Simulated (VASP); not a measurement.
```xyz
2
Lattice="2.8800 0.0000 0.0000 0.0000 2.8800 0.0000 0.0000 0.0000 2.8800" Properties=species:S:1:pos:R:3 pbc="T T T"
Cr     0.0000     0.0000     0.0000
Cr     1.4400     1.4400     1.4400
```
Starting moments (μB, in the order of the record's atoms Cr Cr): 1.5 -1.5.

These are PBE GGA, VASP's PBE PAW potentials (set 64) (plane waves; VASP) values and carry that method's errors. Settings: 480 eV cut-off, 11×11×11 Γ-centred mesh, first-order Methfessel-Paxton smearing of 0.10 eV, potentials Cr_pv.

Problem. The ions, cell shape and volume are relaxed. Give the cell that the relaxation ends in.

Solution. 
```xyz
2
Lattice="2.8634 0.0000 0.0000 0.0000 2.8634 0.0000 0.0000 0.0000 2.8634" Properties=species:S:1:pos:R:3 pbc="T T T"
Cr     0.0000     0.0000     0.0000
Cr     1.4317     1.4317     1.4317
```
Space group Im-3m (229), at a tolerance of 0.03 Å. The cell ends with 0.00 μB, on the sites 1.09 -1.09 μB.

Problem. How do energy and volume change from the first to the last step?

Solution. The energy (σ→0) changes by -2.0 meV/atom and the volume by -1.7 %, in 3 ionic steps.

The compound is Cr in the bcc, AFM order structure. This run relaxes it. Symmetry was kept, so distortions that lower it aren't found.
